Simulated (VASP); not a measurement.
Input for VASP

### INCAR
```
# general
SYSTEM  = SrO
PREC    = Accurate
ENCUT   = 620
LREAL   = .FALSE.
LASPH   = .TRUE.

# electronic loop
EDIFF   = 1E-6
NELM    = 100
ALGO    = Normal
LMAXMIX = 4   # l cut-off of mixed one-centre charges

# smearing
ISMEAR  = 0
SIGMA   = 0.05

# functional
GGA     = PS

# ions
IBRION  = 2
NSW     = 40   # most ionic steps
ISIF    = 3   # ions, shape and volume
EDIFFG  = -0.02
PSTRESS = 200   # kbar

# output
LWAVE   = .FALSE.
LCHARG  = .FALSE.
```

POSCAR:
```
SrO
1
    3.4311836655     0.0000000000     0.0000000000
   -1.7155918326     2.9714918500     0.0000000000
    0.0000000000     0.0000000000     6.0638172097
Sr O
2 2
Direct
  0.0000000000   0.0000000000   0.0000000000
  0.0000000000   0.0000000000   0.5000000000
  0.3333330000   0.6666670000   0.2500000000
  0.6666670000   0.3333330000   0.7500000000
```

### KPOINTS
```
Automatic mesh
0
Gamma
7 7 4
0 0 0
```

POTCAR, in this order: Sr_sv O (PBE.64 set). Program: vasp_std.

Write an equivalent input for Quantum ESPRESSO's pw.x.

One equivalent input (not run):
```
&CONTROL
  calculation = 'vc-relax'
  pseudo_dir = './pseudo'
  outdir = './out'
  tprnfor = .true.
  tstress = .true.
  nstep = 40
  forc_conv_thr = 0.00078
/
&SYSTEM
  ibrav = 0
  nat = 4
  ntyp = 2
  ecutwfc = 84
  occupations = 'smearing'
  smearing = 'gaussian'
  degauss = 0.003675
  input_dft = 'pbesol'
/
&ELECTRONS
  conv_thr = 7.3e-08
  electron_maxstep = 100
/
&IONS
/
&CELL
  press = 200
/
ATOMIC_SPECIES
  Sr 87.620 Sr.upf
  O 15.999 O.upf
CELL_PARAMETERS angstrom
     3.4311837    0.0000000    0.0000000
    -1.7155918    2.9714919    0.0000000
     0.0000000    0.0000000    6.0638172
ATOMIC_POSITIONS crystal
  Sr   0.0000000  0.0000000  0.0000000
  Sr   0.0000000  0.0000000  0.5000000
  O    0.3333330  0.6666670  0.2500000
  O    0.6666670  0.3333330  0.7500000
K_POINTS automatic
  7 7 4 0 0 0
```
What does not carry over: the potentials are each code's own (VASP's PAW set, PseudoDojo norm-conserving files in pw.x), so ENCUT and ecutwfc are chosen apart and not converted; conv_thr bounds pw.x's estimated SCF error, while EDIFF bounds the energy change between steps; forc_conv_thr acts on force components and is met together with etot_conv_thr.

The structure was generated: SrO was put into the NiAs type type (P6_3/mmc), which need not be its known phase. This run relaxes it under an external pressure of 20 GPa. Symmetry was kept, so distortions that lower it aren't found.
